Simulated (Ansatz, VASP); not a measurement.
# Two plane-wave programs on LaPt3

Contents of INCAR:

```
SYSTEM = LaPt3
ALGO = Normal
EDIFF = 1E-6
ENCUT = 520
ISIF = 2
ISMEAR = -1
LASPH = .TRUE.
LCHARG = .FALSE.
LREAL = .FALSE.
LWAVE = .FALSE.
NBANDS = 28
NELM = 60
PREC = Accurate
SIGMA = 0.15
```

KPOINTS

```
k-points
0
G
  6 6 6
  0 0 0
```

POSCAR

```
LaPt3
1.0
    4.1674357667      0.0000000000      0.0000000000
    0.0000000000      4.1674357667      0.0000000000
    0.0000000000      0.0000000000      4.1674357667
La Pt
1 3
Direct
    0.0000000000      0.0000000000      0.0000000000
    0.0000000000      0.5000000000      0.5000000000
    0.5000000000      0.0000000000      0.5000000000
    0.5000000000      0.5000000000      0.0000000000
```

Input for Ansatz:

```yaml
crystal:
  lattice:
    - [4.167435766650526, 0.0, 0.0]
    - [0.0, 4.167435766650526, 0.0]
    - [0.0, 0.0, 4.167435766650526]
  atoms:
    - { symbol: La, position: [0.0, 0.0, 0.0] }
    - { symbol: Pt, position: [0.0, 0.5, 0.5] }
    - { symbol: Pt, position: [0.5, 0.0, 0.5] }
    - { symbol: Pt, position: [0.5, 0.5, 0.0] }
basis:
  ecutwfc: 500.0
kpoints:
  mp_grid:
    grid: [6, 6, 6]
hamiltonian:
  xc: lda
  pseudopotentials:
    kind: paw
scf:
  occupations:
    method: fermi_dirac
    width: 0.15
output:
  stress: true
```

Alike in both runs: task single point; functional LDA; k mesh 6 × 6 × 6; occupations fermi-dirac, width 0.15 eV; no spin polarisation.

|  | VASP | Ansatz |
| --- | --- | --- |
| version | VASP 6.6.1 | Ansatz 0.2.0 |
| potentials or method | VASP PAW LDA potentials, release 64 (La, Pt) | plane waves, PAW |
| plane-wave cutoff (eV) | 520 | 500 |
| valence electrons in the cell | 41 | 65 |

```tsv
	VASP	Ansatz	Ansatz less VASP
pressure (GPa)	-3.4	-3.7	-0.30
```

The two sets of potentials don't hold the same shells in valence.

The runs have no spin-orbit coupling, so splittings on La, Pt are missing.
